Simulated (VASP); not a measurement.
Here is the system:

```xyz
3
Lattice="0.0000 2.9136 2.9136 2.9136 0.0000 2.9136 2.9136 2.9136 0.0000" Properties=species:S:1:pos:R:3 pbc="T T T"
Li     1.4568     1.4568     1.4568
Li     4.3704     4.3704     4.3704
Se     0.0000     0.0000     0.0000
```

Computed with PBEsol GGA, VASP's PBE PAW potentials (set 64) (plane waves; VASP 6.6.1). Run with 520 eV cut-off, 8×8×8 Γ-centred mesh, Gaussian smearing of 0.050 eV, potentials Li_sv Se.

Q: Give the stress tensor in GPa (positive for a compressed cell).

A: 
```
2.44  0.00  0.00
0.00  2.44  0.00
0.00  0.00  2.44
```
The pressure is its mean diagonal, 2.44 GPa.

The compound is Li2Se in the antifluorite structure. This cell is one point of a volume scan, at 0.94 of the reference volume.
